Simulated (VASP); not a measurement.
Given:

```yaml
crystal:
  lattice:
    - [4.43537, 0.00000, 0.00000]
    - [-2.21769, 3.84115, 0.00000]
    - [0.00000, 0.00000, 10.09504]
  atoms:
    - { symbol: Hg, position: [0.35473, 0.35473, 0.00000] }
    - { symbol: Hg, position: [0.64527, 0.00000, 0.33333] }
    - { symbol: Hg, position: [0.00000, 0.64527, 0.66667] }
    - { symbol: Te, position: [0.44686, 0.44686, 0.50000] }
    - { symbol: Te, position: [0.55314, 0.00000, 0.83333] }
    - { symbol: Te, position: [0.00000, 0.55314, 0.16667] }
```

These are LDA (Ceperley-Alder, Perdew-Zunger), VASP's LDA PAW potentials (set 64) (plane waves; VASP) values and carry that method's errors. Numerical set-up: 400 eV cut-off, Gaussian smearing of 0.050 eV, potentials Hg Te.

Unless said otherwise, spin-orbit coupling is left out, though it shifts the bands of the heavy elements here.

Problem. Give the energies of bands 18 to 31 at the high-symmetry points, in eV from the valence-band maximum.

Solution. 
| band | Γ | M | K | A | L | H |
|---|---|---|---|---|---|---|
| 18 | -6.76 | -6.14 | -6.38 | -6.75 | -6.50 | -6.56 |
| 19 | -4.88 | -5.58 | -5.16 | -5.51 | -5.76 | -5.51 |
| 20 | -4.88 | -5.52 | -5.16 | -3.19 | -5.14 | -4.98 |
| 21 | -1.67 | -4.33 | -5.10 | -3.19 | -4.34 | -4.98 |
| 22 | -1.42 | -3.46 | -3.94 | -1.28 | -3.39 | -3.06 |
| 23 | -1.18 | -2.55 | -3.12 | -1.28 | -2.78 | -3.06 |
| 24 | -1.18 | -2.40 | -3.12 | -1.23 | -2.12 | -2.73 |
| 25 | -0.24 | -1.58 | -1.60 | -0.17 | -2.10 | -2.73 |
| 26 | -0.18 | -1.15 | -1.07 | -0.17 | -1.19 | -2.23 |
| 27 | -0.18 | -0.93 | -1.07 | 0.00 | -0.98 | -1.07 |
| 28 | 0.41 | 0.29 | 0.58 | 1.40 | 0.79 | 1.72 |
| 29 | 2.14 | 1.25 | 1.42 | 1.40 | 1.17 | 2.16 |
| 30 | 2.14 | 1.64 | 1.42 | 2.02 | 2.35 | 2.16 |
| 31 | 3.38 | 2.94 | 5.04 | 2.92 | 3.10 | 3.84 |

The gap is indirect, 0.30 eV, from the valence maximum at A to the conduction minimum at M.

The structure comes from a computed database's HgTe entry (P3_121); how it stands against other phases isn't given here. It was relaxed first, which changed the volume by -12 %.
